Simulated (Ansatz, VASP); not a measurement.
# Si57O28 (amorphous SiO0.49) in two plane-wave programs, part 3 of 3

Aim: how closely do two programs agree when they are given the same cell, functional and k mesh? Of the first pair: The structure shown is the start of the Ansatz relaxation below; VASP solves that cell, so the two are compared at the walk's first step.

VASP 6.6.1 and Ansatz 0.2.0.

So far. Step 3 (VASP: single point, PBE, start cell, pair 1): The run ends at a pressure of 8.37 GPa, with forces up to 9.6 eV/Å.

### 6. VASP: single point, PBE, relaxed cell, pair 2

Level of this step: PBE; plane waves and PAW (Si, O) (VASP).

The same cell, functional, mesh and smearing now go to VASP, with its own data sets.

INCAR

```
SYSTEM = Si57O28
PREC = Accurate
ENCUT = 600
EDIFF = 1E-06
NELM = 120
ISMEAR = -1
SIGMA = 0.025
LREAL = Auto
ALGO = Normal
GGA = PE
NBANDS = 264
LORBIT = 11
LWAVE = .FALSE.
LCHARG = .FALSE.
ISIF = 2
LASPH = .TRUE.
GGA_COMPAT = .FALSE.
EFERMI = MIDGAP
NCORE = 2
```

POSCAR

```
Si57O28
1.0
   12.5485140000     -0.1265250000      0.5531060000
   -0.1265250000     11.9216590000      0.2618420000
    0.5531060000      0.2618420000     10.5802850000
Si O
57 28
Direct
    0.3109600000      0.7881600000      0.4158400000
    0.8855800000      0.2392300000      0.1672800000
    0.6449000000      0.8522000000      0.2470700000
    0.9322900000      0.7191900000      0.3703600000
    0.9712100000      0.5288000000      0.3121100000
    0.4537100000      0.9650900000      0.6714900000
    0.6110400000      0.6362000000      0.9550500000
    0.1897600000      0.6525700000      0.7531400000
    0.8499600000      0.4255000000      0.2011000000
    0.7112500000      0.3086800000      0.3303800000
    0.7425400000      0.0364000000      0.9496400000
    0.5636200000      0.0668000000      0.0025600000
    0.4490000000      0.3438500000      0.0742000000
    0.9175900000      0.9938100000      0.4358200000
    0.0512200000      0.0073900000      0.7527100000
    0.9718100000      0.8930400000      0.2432000000
    0.4177500000      0.0500100000      0.8698800000
    0.5262900000      0.5259800000      0.1210700000
    0.3776300000      0.6215000000      0.3322500000
    0.3713300000      0.6572000000      0.7653600000
    0.7333000000      0.0810700000      0.7374000000
    0.6320500000      0.9937000000      0.5976400000
    0.4871800000      0.9438800000      0.1721500000
    0.9625600000      0.4143600000      0.4948500000
    0.6846400000      0.7587000000      0.4715300000
    0.1063300000      0.3346500000      0.8902600000
    0.4300500000      0.7342900000      0.9436900000
    0.3236300000      0.4379200000      0.4107500000
    0.0037600000      0.1641700000      0.3894500000
    0.6097800000      0.6601400000      0.6841200000
    0.7190200000      0.8410500000      0.9623800000
    0.1106800000      0.5156800000      0.1455900000
    0.2111800000      0.9698900000      0.1853700000
    0.6633400000      0.2646500000      0.7459700000
    0.5074900000      0.2291000000      0.8981300000
    0.7188800000      0.3673100000      0.5432200000
    0.1198300000      0.1411100000      0.1079800000
    0.7242500000      0.3414800000      0.9269600000
    0.0402100000      0.1473800000      0.9070700000
    0.3690900000      0.0789600000      0.5069200000
    0.5568000000      0.5041800000      0.3971900000
    0.1868600000      0.9615600000      0.5933200000
    0.1851800000      0.3387900000      0.0854300000
    0.9656200000      0.4951000000      0.0222400000
    0.3565500000      0.9006900000      0.0297900000
    0.9073800000      0.0368800000      0.6496500000
    0.1319300000      0.8312300000      0.4422700000
    0.7080900000      0.5243200000      0.7984700000
    0.1678400000      0.4772900000      0.6513500000
    0.5202500000      0.2677400000      0.3432700000
    0.7584400000      0.0512700000      0.3662300000
    0.2554100000      0.1903000000      0.4029700000
    0.5765500000      0.8259300000      0.8251100000
    0.8573900000      0.1947200000      0.9618500000
    0.8078800000      0.6502300000      0.8956600000
    0.3477100000      0.9754500000      0.3276100000
    0.3138500000      0.8201600000      0.6368600000
    0.9666800000      0.2815600000      0.4497200000
    0.2693000000      0.3254800000      0.3571600000
    0.7132800000      0.9735500000      0.2603800000
    0.8265500000      0.7878700000      0.8815000000
    0.1321200000      0.1544300000      0.3959900000
    0.8102700000      0.7155500000      0.4475500000
    0.1822700000      0.3799300000      0.7637700000
    0.7813400000      0.1830700000      0.2856500000
    0.6627600000      0.0866800000      0.4712400000
    0.7112500000      0.8017600000      0.1188600000
    0.4838900000      0.6128600000      0.4204700000
    0.6418500000      0.4783500000      0.4989800000
    0.9993500000      0.1788000000      0.2222300000
    0.6944200000      0.8838900000      0.5342900000
    0.4828900000      0.6092800000      0.6862100000
    0.9106600000      0.6093300000      0.9668400000
    0.0557500000      0.4402900000      0.5887200000
    0.2744400000      0.4465100000      0.5547800000
    0.4622000000      0.3945800000      0.4100000000
    0.3185300000      0.3514200000      0.0737100000
    0.4721600000      0.2635600000      0.2055200000
    0.1139600000      0.8855200000      0.2832900000
    0.8392500000      0.4186200000      0.5684400000
    0.4246500000      0.6042300000      0.1842400000
    0.9981800000      0.4160200000      0.8997400000
    0.6017700000      0.5044200000      0.2473400000
    0.0313500000      0.7384600000      0.4671400000
    0.4716300000      0.1758100000      0.4505900000
```

KPOINTS

```
Automatic mesh
0
Gamma
1 1 1
0 0 0
```

The projector-augmented-wave data sets are Si and O (PBE family, release 64).

Launch:

```console
> mpirun -np 8 vasp_gam
```

Numbers of over 12 decimals in the logs are rounded to 6 here.

Output:

```text
[... set-up lines as in an earlier step ...]
 entering main loop
       N       E                     dE             d eps       ncg     rms          rms(c)
DAV:   1     0.306691124896E+04    0.30669E+04   -0.21415E+05   536   0.154E+03
DAV:   2    -0.184937325631E+03   -0.32518E+04   -0.30767E+04   648   0.300E+02
DAV:   3    -0.561894168738E+03   -0.37696E+03   -0.37110E+03   648   0.102E+02
DAV:   4    -0.573481562798E+03   -0.11587E+02   -0.11510E+02   632   0.193E+01
[...]
DAV:  18    -0.525725364383E+03   -0.11624E-05   -0.98054E-05   672   0.223E-02    0.101E-02
DAV:  19    -0.525725364790E+03   -0.40640E-06   -0.12997E-05   640   0.915E-03    0.468E-03
DAV:  20    -0.525725365271E+03   -0.48169E-06   -0.45970E-06   552   0.515E-03
   1 F= -.52572537E+03 E0= -.52572532E+03  d E =-.886111E-04
```

From OUTCAR (step 6):

```text
  FREE ENERGIE OF THE ION-ELECTRON SYSTEM (eV)
  ---------------------------------------------------
  free  energy   TOTEN  =      -525.7253652715 eV

  energy  without entropy=     -525.7252766604  energy(sigma->0) =     -525.72532097
```

The run ends at a pressure of -0.06 GPa, with forces up to 0.11 eV/Å.

### 7. Comparison

What differs besides the data sets and the points named for the pairs above, as far as they apply: the cutoff is 420 eV in Ansatz and 600 eV in VASP (PREC = Accurate, projectors in real space). Total energies have different zeros and are not compared.

Compared:

```
              quantity  Ansatz   VASP  difference
        pressure (GPa)   -0.01  -0.06       +0.05
gap on the k mesh (eV)   0.468  0.469      -0.001
```

Forces on 9 of the 85 atoms, those with the largest forces and the largest differences (eV/Å; atoms numbered as in POSCAR):

| atom | Ansatz x, y, z | VASP x, y, z |
| --- | --- | --- |
| Si19 | -0.026, 0.004, -0.009 | -0.099, 0.036, 0.029 |
| Si22 | -0.010, -0.007, 0.001 | -0.028, 0.012, 0.056 |
| Si26 | -0.003, 0.010, -0.005 | 0.014, -0.051, 0.027 |
| Si28 | 0.000, -0.028, -0.013 | 0.031, 0.009, -0.054 |
| Si29 | 0.004, -0.001, -0.018 | -0.009, -0.059, -0.022 |
| Si44 | -0.003, 0.021, 0.005 | 0.001, 0.041, 0.058 |
| Si51 | -0.027, -0.004, 0.020 | 0.049, 0.011, -0.001 |
| Si55 | -0.005, -0.007, 0.024 | -0.039, -0.051, -0.005 |
| O61 | 0.011, 0.020, -0.017 | 0.042, 0.059, -0.043 |

The forces differ by 19 meV/Å r.m.s., which is 92.7 % of the r.m.s. force of 0.021 eV/Å (both taken over all components). A gap on the mesh is an upper bound, since the band edges may lie between its points.

### 8. Results

| Property | Result |
| --- | --- |
| r.m.s. force difference (single point, PBE, start cell, pair 1) | 1.4 % of the r.m.s. force |
| r.m.s. force difference (single point, PBE, relaxed cell, pair 2) | 19 meV/Å |

**Reading.** The r.m.s. force difference is 19 meV/Å (single point, PBE, relaxed cell, pair 2), beyond the 12 meV/Å picked in this series as the mark of a large difference. What causes the difference of the single point, PBE, relaxed cell, pair 2 pair stays open here. Such differences can come from data sets, numerical settings and the points named under the comparisons, not from the functional's error against experiment.

[Lines on the potential files, build, host, timing and source positions are cut from VASP's logs without a mark.]

[Logs are printed without paths, hosts, clocks, repeated set-up lines and the standing remarks that a program may print on its own settings, such as how far it seeks lower states.]

[Hosts, paths, dates, database ids (printed as entryN), source tags and the programs' standing remarks are cut or masked in the printed files.]
